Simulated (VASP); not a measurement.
## Ta4O under changes of volume

One of the cells (16.039 Å³/atom); the others are scaled copies at fixed shape and fractional positions:

```
CELL_PARAMETERS angstrom
3.27907 0.00000 0.00000
0.00000 3.27907 0.00000
0.00000 0.00000 7.45841
ATOMIC_POSITIONS crystal
Ta 0.00000 0.00000 0.00000
Ta 0.50000 0.50000 0.21684
Ta 0.50000 0.50000 0.78316
Ta 0.00000 0.00000 0.50000
O 0.50000 0.50000 0.50000
```

The cell comes from a database or a generator and needn't be the stable form of this composition.

- Program: VASP 6.6.1
- Functional: PBEsol
- Potentials or basis: VASP PAW PBE potentials, release 64 (Ta_pv, O)
- Cutoff: 520 eV
- k mesh: 8 × 8 × 4
- Occupations: fermi-dirac, width 0.05 eV
- Spin: no spin polarisation

| volume (Å³/atom) | energy over the lowest point (meV/atom) | pressure (GPa) | largest force (eV/Å) |
| --- | --- | --- | --- |
| 14.781 | ? | ? | ? |
| 15.096 | 0.00 | 1.3 | 0.117 |
| 15.410 | 2.10 | -3.5 | 0.059 |
| 16.039 | 32.12 | -11.6 | 0.026 |
| 16.354 | 58.27 | -15.1 | 0.054 |
| 16.668 | 90.79 | -18.2 | 0.077 |

Problem. What does the run at 14.781 Å³/atom give?

Solution. Energy over the lowest point 7.89 meV/atom; pressure 6.7 GPa; largest force 0.183 eV/Å.

Worked out: A Birch-Murnaghan fit of order 3 (a polynomial in V^(-2/3)) to the other rows has its minimum at 15.18 Å³/atom with B0 = V·E''(V) = 237 GPa and B' = 4.3 at fixed shape and positions, which overstates the stiffness. It gives 7.83 meV/atom at 14.781 Å³/atom, against the run's 7.89, and -dE/dV = 6.7 GPa, against 6.7.

Energies are extrapolated to zero smearing.

Caveats: the PAW data sets were made with another functional, which shifts forces and pressure a little.
